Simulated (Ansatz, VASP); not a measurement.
**Cross-check of MnO2 (Pyrolusite) between VASP and Ansatz**

One calculation is typed for both programs; each brings its own data sets. How far apart do they land? The cell is taken from a series of runs on this material, whose earlier steps may have relaxed, scaled, displaced or heated it; both programs get it as it stands.

Program: Ansatz 0.2.0. Level of theory: plane waves, with VASP 6.6.1 beside it; relaxation of cell and atoms at PBEsol, DFT+U. Results are calculated unless marked as measured.

**1. The structure**

It takes space group P4_2/mnm (No. 136, tetragonal). Conventional cell: a = 4.398 Å, b = 4.398 Å, c = 2.873 Å, α = 90.00°, β = 90.00°, γ = 90.00°. Mn has 6 O at 1.88 to 1.90 Å nearest. Nearest to O lie 3 Mn at 1.88 to 1.90 Å. Farther neighbours and most contacts between anions are not listed.

**2. Ansatz: relaxation of cell and atoms, PBEsol, DFT+U**

Ansatz runs on its default PAW (the set named soft_2) files.

The relaxed volume is the usual yardstick between codes: in a stiff, nearly cubic crystal its relative difference is about their pressure difference at one cell divided by the bulk modulus.

File input.yaml:

```yaml
crystal:
  lattice:
    - [4.3983, 0.0, 0.0]
    - [0.0, 4.3983, 0.0]
    - [0.0, 0.0, 2.873]
  atoms:
    - { symbol: Mn, position: [0.0, 0.0, 0.0], spin: 4.0 }
    - { symbol: Mn, position: [0.5, 0.5, 0.5], spin: -4.0 }
    - { symbol: O, position: [0.30515, 0.30515, 0.0] }
    - { symbol: O, position: [0.19485, 0.80515, 0.5] }
    - { symbol: O, position: [0.69485, 0.69485, 0.0] }
    - { symbol: O, position: [0.80515, 0.19485, 0.5] }
kpoints:
  mp_grid: { grid: [8, 8, 10] }
hamiltonian:
  xc: pbesol
  hubbard:
    sites: [{ species: Mn, l: d, u_eff: 3.9 }]
    projectors: ortho-atomic
scf:
  occupations: { method: gaussian, width: 0.01 }
output:
  forces: true
  stress: true
  eigenvalues: true
  populations: true
magnetization:
  spin_polarized: true
relax:
  adjacent_minimum: "off"
  f_tol: 0.005
  max_steps: 60
  cell: { stress_tol: 0.03 }
```

The run is started by

```console
> ansatz run input.yaml --threads 4 --pin off --max-ram 16384MiB --backend cpu --events-out ev --progress --plain --runs-dir out
```

Numbers of over 12 decimals in the logs are rounded to 6 here.

The log of the run:

```text
Engine: ansatz 0.2.0, aarch64-unknown-linux-gnu
Pseudopotentials: kind: paw
Pseudopotential: Mn, paw, valence charge 15, recommended cutoff 420 eV (normal), Mn.paw.azcp
Pseudopotential: O, paw, valence charge 6, recommended cutoff 420 eV (normal), O.paw.azcp
Functional definition: PBEsol
  exchange = pbesol_x
  correlation = pbesol_c
Crystal: 6 atoms, lattice volume = 55.578 Å³
Basis set: ecut = 420 eV, 1073 PW (Γ), exchange–correlation on 60×60×40 points (8 copies of the dense FFT grid, shifted against one another)
Bands: 38, of which v1, the nominal top of the filled ones, is band 27 counted from 1 (26 counted from 0)
Symmetry: 8 space group operations
Space group: Cmmm (ITA 65), of the structure as read, at distance tolerance 3.8e-5 Å
Magnetic group: BNS 136.498 (UNI 1158), of the structure as read, at distance tolerance 3.8e-5 Å
k-points: 126 of 640
Non-local potential: Mn, projectors of the file, l = 0: 3, l = 1: 2, l = 2: 3, l = 3: 1
Non-local potential: O, projectors of the file, l = 0: 2, l = 1: 2, l = 2: 1
PAW form: soft (Blöchl's): semilocal exchange-correlation on the pseudo side does not see the compensation charge
PAW frozen core: Mn, regenerated for the run's functional, and the local potential with it (the file was generated under x = pbe(κ = 0.804, μ = 0.219515), c = pbe(β = 0.066725))
PAW frozen core: O, regenerated for the run's functional, and the local potential with it (the file was generated under x = pbe(κ = 0.804, μ = 0.219515), c = pbe(β = 0.066725))
PAW one-centre angular grid: Mn, 590 points (default); XC on 64 Gauss nodes
PAW one-centre angular grid: O, 110 points (default); XC on 64 Gauss nodes
Initial density: superposition of atomic densities (chi_scale 0.1, normalization cell, long waves kept (reshape's long-wave potential 0.00 eV rms))
Starting moments: Σ|m| = 8 μB on 2 of 6 sites
Starting magnetic order: altermagnet, d-wave, planar spin-momentum locking; spin-degenerate planes through Γ normal to [0 1 0], [1 0 0] of the run's lattice
Initial wavefunctions: pseudopotential atomic-orbital guess
Functional: x = pbesol(κ = 0.804, μ = 0.123457), c = pbesol(β = 0.046)
SCF iter   1: F=—  HF=-9975.907802 eV  |F-HF|=—  |Δ(HF+E_count)|=         —  Δρ=9.68e-2 (↑9.68e-2 ↓9.68e-2)  dr2=1.85e1  dr2_m=3.29e-1  M=0.000 μB ∫|m|=7.295 μB  β_m=0.30  ethr=3.10e-3  ⟨swp⟩=5.1  Hψ=32696  notcnv=0  defer=141
preconditioner: auto → Kerker (q_TF=auto, 2.715 Å⁻¹)  [metal: Δε(μ)=0.002 eV  Ē_g=13.046 eV  σ=0.010 eV  W_gap=0.12  n_scr=18 (ndim 8)  ℏωp=30.7 eV  f_vac=0.000  D(μ)=7.85/eV (n_scr^D=128)]
spin=Collinear: Kerker preconditioning applied to the charge; magnetization (m = ρ↑ − ρ↓) channel mixes plain (no charge-response kernel on spin).
SCF iter   2: F=—  HF=-9974.316555 eV  |F-HF|=—  |Δ(HF+E_count)|=    1.59e0  Δρ=4.33e-2 (↑4.33e-2 ↓4.33e-2)  dr2=1.30e0  dr2_m=3.64e-1  M=-0.000 μB ∫|m|=7.275 μB  β_m=0.30  ethr=3.10e-3  ⟨swp⟩=3.0  Hψ=21366  notcnv=0  defer=996
preconditioner: auto → Resta (q_TF=auto, 2.715 Å⁻¹)  ε∞=6.1  [insulator: Δε(μ)=0.012 eV  Ē_g=13.585 eV  σ=0.010 eV  W_gap=0.56  n_scr=18 (ndim 8)  ℏωp=30.7 eV  f_vac=0.000  D(μ)=0.96/eV (n_scr^D=4)  ε∞_Penn≈6.1]
spin=Collinear: Resta preconditioning applied to the charge; magnetization (m = ρ↑ − ρ↓) channel mixes plain (no charge-response kernel on spin).
SCF iter   3: F=—  HF=-9974.723814 eV  |F-HF|=—  |Δ(HF+E_count)|=   4.07e-1  Δρ=2.99e-2 (↑2.99e-2 ↓2.99e-2)  dr2=4.88e-1  dr2_m=2.12e-1  M=-0.000 μB ∫|m|=7.154 μB  β_m=0.30  ethr=2.41e-3  ⟨swp⟩=2.0  Hψ=13360  notcnv=0  defer=1002
SCF iter   4: F=—  HF=-9975.110658 eV  |F-HF|=—  |Δ(HF+E_count)|=   3.87e-1  Δρ=1.84e-2 (↑1.84e-2 ↓1.84e-2)  dr2=2.24e-1  dr2_m=1.03e-1  M=0.000 μB ∫|m|=7.049 μB  β_m=0.30  ethr=9.04e-4  ⟨swp⟩=3.0  Hψ=16844  notcnv=0  defer=1002
SCF iter   5: F=—  HF=-9975.268537 eV  |F-HF|=—  |Δ(HF+E_count)|=   1.58e-1  Δρ=1.90e-2 (↑1.90e-2 ↓1.90e-2)  dr2=2.44e-1  dr2_m=1.15e-1  M=0.000 μB ∫|m|=6.922 μB  β_m=0.30  ethr=4.15e-4  ⟨swp⟩=3.6  Hψ=19130  notcnv=0  defer=1002
SCF iter   6: F=—  HF=-9975.355752 eV  |F-HF|=—  |Δ(HF+E_count)|=   8.72e-2  Δρ=1.28e-2 (↑1.28e-2 ↓1.28e-2)  dr2=3.89e-2  dr2_m=7.32e-2  M=0.000 μB ∫|m|=6.844 μB  β_m=0.30  ethr=4.15e-4  ⟨swp⟩=2.0  Hψ=10370  notcnv=0  defer=1002
SCF iter   7: F=—  HF=-9975.419750 eV  |F-HF|=—  |Δ(HF+E_count)|=   6.40e-2  Δρ=9.90e-3 (↑9.90e-3 ↓9.90e-3)  dr2=1.71e-3  dr2_m=4.92e-2  M=-0.000 μB ∫|m|=6.775 μB  β_m=0.30  ethr=7.20e-5  ⟨swp⟩=2.5  Hψ=14929  notcnv=0  defer=1002
SCF iter   8: F=—  HF=-9975.462987 eV  |F-HF|=—  |Δ(HF+E_count)|=   4.32e-2  Δρ=8.99e-3 (↑8.99e-3 ↓8.99e-3)  dr2=1.04e-3  dr2_m=4.09e-2  M=0.000 μB ∫|m|=6.709 μB  β_m=0.30  ethr=3.17e-6  ⟨swp⟩=2.2  Hψ=18231  notcnv=0  defer=1006
[...]
Crystal: 6 atoms, lattice volume = 55.623 Å³
iter 1 solved again at ethr=6.05e-10 eV; its pass at ethr=3.10e-3 eV (dr2=3.27e-7 eV) is discarded
SCF iter   1: F=—  HF=-9975.560025 eV  |F-HF|=—  |Δ(HF+E_count)|=         —  Δρ=2.78e-5 (↑2.78e-5 ↓2.78e-5)  dr2=3.87e-7  dr2_m=1.85e-7  M=0.000 μB ∫|m|=6.362 μB  β_m=0.30  ethr=6.05e-10  ⟨swp⟩=3.0  Hψ=39887  notcnv=0
[...]
SCF iter   1: F=—  HF=-9975.560032 eV  |F-HF|=—  |Δ(HF+E_count)|=         —  Δρ=3.53e-6 (↑3.52e-6 ↓3.53e-6)  dr2=2.35e-9  dr2_m=5.23e-9  M=0.000 μB ∫|m|=6.362 μB  β_m=0.30  ethr=1.00e-7  ⟨swp⟩=3.3  Hψ=61557  notcnv=0
eigensolver tolerance schedule: the retry pair's looser diagonalisation over-reported the residual by 23004.51 of it (diagonalisation noise at 2.89 of the residual, at the tolerance the schedule requests for it); recorded, not acted on — ethr = c·dr2/N_el stays at c = 1.0e-1
spin=Collinear: Resta preconditioning applied to the charge; magnetization (m = ρ↑ − ρ↓) channel mixes plain (no charge-response kernel on spin).
SCF iter   2: F=—  HF=-9975.560032 eV  |F-HF|=—  |Δ(HF+E_count)|=   5.33e-8  Δρ=2.82e-6 (↑2.82e-6 ↓2.82e-6)  dr2=1.15e-9  dr2_m=3.45e-9  M=0.000 μB ∫|m|=6.362 μB  β_m=0.65  ethr=4.35e-12  ⟨swp⟩=3.0  Hψ=22166  notcnv=0
SCF iter   3: F=—  HF=-9975.560032 eV  |F-HF|=—  |Δ(HF+E_count)|=   4.51e-9  Δρ=2.14e-6 (↑2.13e-6 ↓2.14e-6)  dr2=7.40e-9  dr2_m=1.89e-10  M=0.000 μB ∫|m|=6.362 μB  β_m=0.51  ethr=2.13e-12  ⟨swp⟩=2.0  Hψ=16380  notcnv=0
SCF iter   4: F=—  HF=-9975.560032 eV  |F-HF|=—  |Δ(HF+E_count)|=  8.99e-10  Δρ=5.22e-7 (↑5.22e-7 ↓5.15e-7)  dr2=1.46e-10  dr2_m=5.83e-11  M=0.000 μB ∫|m|=6.362 μB  β_m=0.63  ethr=2.13e-12  ⟨swp⟩=2.0  Hψ=15876  notcnv=0
SCF iter   5: F=—  HF=-9975.560032 eV  |F-HF|=—  |Δ(HF+E_count)|=  4.18e-11  Δρ=2.40e-7 (↑2.40e-7 ↓2.37e-7)  dr2=9.50e-12  dr2_m=2.26e-11  M=0.000 μB ∫|m|=6.362 μB  β_m=0.78  ethr=1.00e-12  ⟨swp⟩=4.0  Hψ=39539  notcnv=0
SCF iter   6: F=-9975.560032 eV  HF=-9975.560032 eV  |F-HF|=0.00e0  |Δ(HF+E_count)|=  2.00e-11  Δρ=6.25e-8 (↑6.25e-8 ↓5.94e-8)  dr2=9.13e-13  dr2_m=1.40e-12  M=0.000 μB ∫|m|=6.362 μB  ethr=1.00e-12  ⟨swp⟩=4.8  Hψ=32174  notcnv=0
SCF 8 converged in 6 iterations: F = -9975.560032 eV  dr2 = 9.13e-13
relax step   8: F+E_penalty+E_count = -9975.56003192 eV  Δ(F+E_penalty+E_count) = -6.550e-6 eV  max|allowed force component| = 6.780e-6 eV/Å  Δτ_max = 0.0000 Å  P = +0.001 GPa  Ω = 55.623 Å³  stress off target by 4.26e-3 GPa  SCF on the basis re-selected at this cell (its energy is not comparable with the rows above)  (6 SCF iters)
basis re-selected at this cell: Δ(F+E_penalty+E_count) = -6.550e-6 eV, ΔP = +0.001 GPa vs the last step (what re-selecting the basis moved, of the pressure what is left beyond the Pulay correction that the steps carried, after the strain that the cell walked since its last selection, with what the two solves' SCF thresholds leave and, on support functions, any second-order correction that the steps lacked; it is no m [...]
SCF converged after 6 iterations
Magnetization: 0.0000 μB (27.0000 up, 27.0000 down)
Absolute magnetization: 6.3794 μB (∫|ρ↑−ρ↓|, with the PAW one-centre terms)
Spin contamination: 3.0842 ħ² per cell (⟨S²⟩ above its minimum at these occupations)
Per-site moments (μB) at R_I (Å): [(2.571697, 0.777378), (-2.571697, 0.777378), (-0.00660126, 0.777378), (0.00660127, 0.777378), (-0.00660126, 0.777378), (0.00660127, 0.777378)]
Free energy (F): -9975.560032 eV
Harris-Foulkes:  -9975.560032 eV  (|F-HF|=0.00e0)
Internal energy: -9975.560032 eV  (E = F + TS)
E sigma→0 (E₀):  -9975.560032 eV
Fermi energy:    10.611810 eV
--- Per-component energies (eV) ---
  E_band       = -601.506152
  E_kinetic    = 1296.044887
  E_local      = -5439.496955  (includes V_loc(G=0)·N_el)
  E_nonlocal   = 668.475587
  E_hartree    = 2129.768999
  E_xc         = -515.639220
  E_vxc        = -662.245814  (∫ρ·V_xc dr)
  E_hubbard    = 5.203079  (on-site DFT+U / exact-exchange correction)
  E_vhub       = -9.708635  (the Hubbard potential's part of the band-sum identity)
  E_paw        = -3137.527446  (= ΣΔE_a)
  E_vpaw       = -714.123071  (= ΣTr[D̂ρ^β])
  E_aug_tail   = 0.009825  (compensation charges beyond the density's cutoff)
  E_ewald      = -4982.879239
  E_core_change = 0.480452  (= ΣΔE_core)
  E_smearing   = -0.000000  (= −TS)
  E_closure    = 0.000000  (closes the sum)
  Σ components = -9975.560032   (vs F -9975.560032, Δ=0.00e0)
--- Forces (eV/Å), atoms counted from 1 ---
  atom   1  Mn    -0.00000000    -0.00000000     0.00000000
  atom   2  Mn    -0.00000000    -0.00000000     0.00000000
  atom   3  O      0.00000670     0.00000670     0.00000000
  atom   4  O     -0.00000678     0.00000678     0.00000000
  atom   5  O     -0.00000670    -0.00000670     0.00000000
  atom   6  O      0.00000678    -0.00000678     0.00000000
  max |Σ_I F_I| component: 0.00e0 eV/Å
--- Stress (GPa, compression-positive) ---
       -0.000973       0.000007       0.000000
        0.000007      -0.000973       0.000000
        0.000000       0.000000       0.004260
  P = ⅓ Tr σ = 0.0008 GPa (0.008 kbar)
--- Band table (eV; the first three rows and the last of 252) ---
  k-point 0 ↑: bands = [... 23 lower, 9.1639, 9.8142, 9.8593, 10.4672, 10.7564, 11.8374, 12.7503, 13.5911, ... 7 higher]
  k-point 1 ↑: bands = [... 23 lower, 8.8703, 9.5629, 9.8467, 10.3559, 10.8629, 11.9551, 12.9495, 13.5411, ... 7 higher]
  k-point 2 ↑: bands = [... 23 lower, 8.3019, 8.8531, 9.9099, 10.0542, 11.0928, 12.1333, 13.3426, 13.4145, ... 7 higher]
  k-point 125 ↓: bands = [... 23 lower, 8.9565, 9.4538, 9.8223, 9.8537, 12.1987, 12.5488, 12.7938, 13.2302, ... 7 higher]
Occupation matrices written to <dir>
--- Relaxed structure (6 steps of the walk, 6 accepted, 2 SCFs on fresh bases) ---
  F+E_penalty+E_count = -9975.56003192 eV   max|allowed force component| = 6.780e-6 eV/Å   (the final SCF, on the basis selected at the relaxed cell)
  cell:  # Å, volume = 55.6235 Å³
    - [4.380095, -4.237693679877842e-8, 0.0]
    - [-4.237693679877842e-8, 4.380095, 0.0]
    - [0.0, 0.0, 2.899286]
  atoms:
    - { symbol: Mn, position: [0, 0, 0.0] }
    - { symbol: Mn, position: [0.500000, 0.500000, 0.5] }
    - { symbol: O, position: [0.305600, 0.305600, 0.0] }
    - { symbol: O, position: [0.194400, 0.805600, 0.5] }
    - { symbol: O, position: [0.694400, 0.694400, 0.0] }
    - { symbol: O, position: [0.805600, 0.194400, 0.5] }
--- Löwdin populations: 6 sites ---
  site symbol       q [e]    m [muB]
     0     Mn     13.5705     2.9365
     1     Mn     13.5705    -2.9365
     2      O      6.6612    -0.0121
     3      O      6.6612     0.0121
     4      O      6.6612    -0.0121
     5      O      6.6612     0.0121
  spilling = 0.003966 (of n_electrons = 54.000000)
```

The column dr2 measures how far the density is from self-consistency, as an energy; F and HF (Harris–Foulkes) agree once it is small.

(Part 1 of 2 ends here.)

[Lines on the potential files, build, host, timing and source positions are cut from VASP's logs without a mark.]

[Logs are printed without paths, hosts, clocks, repeated set-up lines and the standing remarks that a program may print on its own settings, such as how far it seeks lower states.]

[Hosts, paths, dates, database ids (printed as entryN), source tags and the programs' standing remarks are cut or masked in the printed files.]
